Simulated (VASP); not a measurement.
Consider the following.

```
CELL_PARAMETERS angstrom
      0.00000     2.73000     2.73000
      2.73000     0.00000     2.73000
      2.73000     2.73000     0.00000
ATOMIC_POSITIONS crystal
  Mg 0.00000 0.00000 0.00000
  Se 0.50000 0.50000 0.50000
```

These are PBE GGA, VASP's PBE PAW potentials (set 64) (plane waves; VASP) values and carry that method's errors. Settings: 400 eV cut-off, 8×8×8 Γ-centred mesh, Gaussian smearing of 0.050 eV, potentials Mg Se.

Energy and stress use the plane-wave basis of the starting cell.

Problem. The ions, cell shape and volume are relaxed. Which structure does the run end with?

Solution. 
```
CELL_PARAMETERS angstrom
      0.00000     2.75183     2.75183
      2.75183     0.00000     2.75183
      2.75183     2.75183     0.00000
ATOMIC_POSITIONS crystal
  Mg 0.00000 0.00000 0.00000
  Se 0.50000 0.50000 0.50000
```
Space group Fm-3m (225), at a tolerance of 0.03 Å.

Problem. How do energy and volume change from the first to the last step?

Solution. The energy (σ→0) changes by -2.3 meV/atom and the volume by +2.4 %, in 3 ionic steps.

```csv
step,E(σ→0) (eV),max force (eV/Å),pressure (GPa),volume (Å³)
1,-7.4854,0.000,1.55,40.69
2,-7.4899,0.000,-0.28,41.87
3,-7.4901,0.000,0.00,41.68
```

The compound is MgSe in the rock salt structure. This run relaxes it. Symmetry was kept, so distortions that lower it aren't found.
